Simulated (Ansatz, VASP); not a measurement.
# Ti47In16P16 in two plane-wave programs

Wanted: the spread between two codes on one cell, functional and k mesh. The structure shown is the end of the VASP relaxation below.

Main program and level: Ansatz 0.2.0; plane waves, with VASP 6.6.1 beside it; single point at PBE.

In doubt: too few empty bands were carried, so the values of those runs are not to be relied on.

## Step 1: The structure

The cell holds 79 atoms: 16 In, 47 Ti and 16 P. Cell: a = 12.959 Å, b = 12.959 Å, c = 12.959 Å, α = 60.0°, β = 60.0°, γ = 60.0°. It derives from Ti3InP. As first built, before any earlier steps moved the atoms: sites of the InCo3N structure (space group 221) filled with other elements, volume scaled by an estimate. Nearest the centre at fractional (0.000, 0.000, 0.250): P64 at 1.15 Å, P76 at 1.15 Å, In10 at 3.12 Å, In8 at 3.12 Å, In1 at 3.12 Å, In4 at 3.12 Å, Ti44 at 3.17 Å, Ti41 at 3.17 Å.

## Step 2: VASP: relaxation, PBE

This run makes the geometry at which the two programs are then compared.

Lines of VASP's logs that name or quote its potential files are left out, and so is its time.

Input file INCAR:

```
SYSTEM = Ti47In16P16
PREC = Normal
ENCUT = 300
EDIFF = 1E-05
NELM = 120
ISMEAR = 1
SIGMA = 0.2
LREAL = Auto
ALGO = Fast
GGA = PE
LORBIT = 11
LWAVE = False
LCHARG = .TRUE.
IBRION = 2
NSW = 50
ISIF = 2
EDIFFG = -0.03
POTIM = 0.25
MAXMIX = 40
ISYM = 2
```

Input file POSCAR:

```
Ti47In16P16
1.0
    0.0000000000      9.1633453034      9.1633453034
    9.1633453034      0.0000000000      9.1633453034
    9.1633453034      9.1633453034      0.0000000000
In Ti P
16 47 16
Direct
    0.0000000000      0.0000000000      0.9984498230
    0.4998288118      0.0031239443      0.9985236219
    0.0031239443      0.4998288118      0.9985236219
    0.0000000000      0.0000000000      0.5015501770
    0.2514763781      0.2514763781      0.2468760557
    0.5000000000      0.5000000000      0.0023662474
    0.5001711882      0.9968760557      0.5014763781
    0.7484498230      0.2515501770      0.2500000000
    0.9968760557      0.5001711882      0.5014763781
    0.2515501770      0.7484498230      0.2500000000
    0.2514763781      0.2514763781      0.7501711882
    0.5000000000      0.5000000000      0.4976337526
    0.7485236219      0.7485236219      0.2531239443
    0.7523662474      0.2476337526      0.7500000000
    0.2476337526      0.7523662474      0.7500000000
    0.7485236219      0.7485236219      0.7498288118
    0.5000000000      0.0000000000      0.2500000000
    0.0000000000      0.5000000000      0.2500000000
    0.0000000000      0.0000000000      0.7500000000
    0.2500000000      0.2500000000      0.5000000000
    0.5000000000      0.5000000000      0.2500000000
    0.5000000000      0.0000000000      0.7500000000
    0.7519647541      0.2480352459      0.4980352459
    0.0000000000      0.5000000000      0.7500000000
    0.2480352459      0.7519647541      0.4980352459
    0.2351406523      0.2351406523      0.0148593477
    0.5000000000      0.5000000000      0.7500000000
    0.7648593477      0.7648593477      0.4851406523
    0.7519647541      0.2480352459      0.0019647541
    0.2480352459      0.7519647541      0.0019647541
    0.7500000000      0.7500000000      0.0000000000
    0.0189410914      0.2454207767      0.0045792233
    0.5125185838      0.2587240609      0.9912759391
    0.0048270236      0.7551757251      0.9953079248
    0.9951729764      0.2448242749      0.5046920752
    0.2546920752      0.5053106734      0.2451729764
    0.4946893266      0.7453079248      0.0051757251
    0.5053106734      0.2546920752      0.4948242749
    0.7453079248      0.4946893266      0.2548270236
    0.9810589086      0.7545792233      0.4954207767
    0.2454207767      0.0189410914      0.2310589086
    0.2587240609      0.5125185838      0.7374814162
    0.4874814162      0.7412759391      0.5087240609
    0.7545792233      0.9810589086      0.2689410914
    0.7412759391      0.4874814162      0.7625185838
    0.2448242749      0.9951729764      0.7553106734
    0.7551757251      0.0048270236      0.7446893266
    0.2454207767      0.0189410914      0.0045792233
    0.7551757251      0.0048270236      0.9953079248
    0.2587240609      0.5125185838      0.9912759391
    0.2448242749      0.9951729764      0.5046920752
    0.5053106734      0.2546920752      0.2451729764
    0.7453079248      0.4946893266      0.0051757251
    0.7545792233      0.9810589086      0.4954207767
    0.0189410914      0.2454207767      0.2310589086
    0.2546920752      0.5053106734      0.4948242749
    0.4946893266      0.7453079248      0.2548270236
    0.5125185838      0.2587240609      0.7374814162
    0.7412759391      0.4874814162      0.5087240609
    0.9810589086      0.7545792233      0.2689410914
    0.9951729764      0.2448242749      0.7553106734
    0.4874814162      0.7412759391      0.7625185838
    0.0048270236      0.7551757251      0.7446893266
    0.0626634650      0.0626634650      0.1873365350
    0.6310954292      0.1180279808      0.1319720192
    0.1180279808      0.6310954292      0.1319720192
    0.1259939962      0.1259939962      0.6240060038
    0.3740060038      0.3740060038      0.3759939962
    0.6259939962      0.6259939962      0.1240060038
    0.6310954292      0.1180279808      0.6189045708
    0.8819720192      0.3689045708      0.3680279808
    0.1180279808      0.6310954292      0.6189045708
    0.3689045708      0.8819720192      0.3680279808
    0.3672495799      0.3672495799      0.8827504201
    0.6327504201      0.6327504201      0.6172495799
    0.9373365350      0.9373365350      0.3126634650
    0.8819720192      0.3689045708      0.8810954292
    0.3689045708      0.8819720192      0.8810954292
    0.8740060038      0.8740060038      0.8759939962
```

Input file KPOINTS:

```
Automatic mesh
0
Gamma
2 2 2
0 0 0
```

The projector-augmented-wave data sets are In, Ti and P (PBE family, release 64).

Launch:

```sh
$ export OMP_NUM_THREADS=5
$ mpirun -np 1 vasp_std
```

Numbers of over 12 decimals in the logs are rounded to 6 here.

Output:

```text
[banner, memory and clock lines left out]
running    1 mpi-ranks, on    1 nodes
[...]
Offloading initialized ...    1 GPUs detected
[...]
LDA part: xc-table for (Slater+PW92), standard interpolation
 POSCAR, INCAR and KPOINTS ok, starting setup
[...]
entering main loop
       N       E                     dE             d eps       ncg     rms          rms(c)
DAV:   1     0.146290419040E+04    0.14629E+04   -0.72503E+04  1584   0.870E+02
DAV:   2    -0.246318540695E+03   -0.17092E+04   -0.16587E+04  1584   0.251E+02
DAV:   3    -0.593748479720E+03   -0.34743E+03   -0.33698E+03  2392   0.106E+02
DAV:   4    -0.616101574869E+03   -0.22353E+02   -0.21852E+02  2152   0.286E+01
[...]
RMM:  40    -0.521162575400E+03    0.11173E-04    0.10917E-04   429   0.106E-03    0.703E-04
RMM:  41    -0.521162564709E+03    0.10691E-04    0.10486E-04   421   0.107E-03    0.742E-04
RMM:  42    -0.521162555078E+03    0.96308E-05    0.94531E-05   416   0.108E-03
   1 F= -.52116256E+03 E0= -.52117651E+03  d E =-.521163E+03
[... from here on, the cycles between the ionic steps are left out ...]
  24 F= -.52149239E+03 E0= -.52149819E+03  d E =-.204260E-01
  25 F= -.52150196E+03 E0= -.52150768E+03  d E =-.299954E-01
  26 F= -.52151543E+03 E0= -.52152130E+03  d E =-.134663E-01
  27 F= -.52151899E+03 E0= -.52152499E+03  d E =-.170313E-01
  28 F= -.52152357E+03 E0= -.52152975E+03  d E =-.457801E-02
  29 F= -.52152402E+03 E0= -.52153026E+03  d E =-.502605E-02
  30 F= -.52152662E+03 E0= -.52153288E+03  d E =-.260222E-02
  31 F= -.52152744E+03 E0= -.52153369E+03  d E =-.342006E-02
  32 F= -.52152758E+03 E0= -.52153379E+03  d E =-.356058E-02
  33 F= -.52152920E+03 E0= -.52153558E+03  d E =-.162423E-02
 trial-energy change:   -0.001624  1 .order   -0.001689   -0.002116   -0.001261
 step:   7.8080(harm=  7.8080)  dis= 0.00523  next Energy=  -521.530197 (dE=-0.262E-02)
 reached required accuracy - stopping structural energy minimisation
```

From OUTCAR (step 2):

```text
  FREE ENERGIE OF THE ION-ELECTRON SYSTEM (eV)
  ---------------------------------------------------
  free  energy   TOTEN  =      -521.5292016489 eV

  energy  without entropy=     -521.5483385995  energy(sigma->0) =     -521.53558063

 reached required accuracy - stopping structural energy minimisation
```

The data sets In and Ti keep the semicore shell frozen, which is cheaper and a little less accurate. The run keeps the 16 symmetry operations of its start, so it cannot find a distortion of lower symmetry.

(Continued in part 2 of 2.)

[Lines on the potential files, build, host, timing and source positions are cut from VASP's logs without a mark.]

[Logs are printed without paths, hosts, clocks, repeated set-up lines and the standing remarks that a program may print on its own settings, such as how far it seeks lower states.]

[Hosts, paths, dates, database ids (printed as entryN), source tags and the programs' standing remarks are cut or masked in the printed files.]
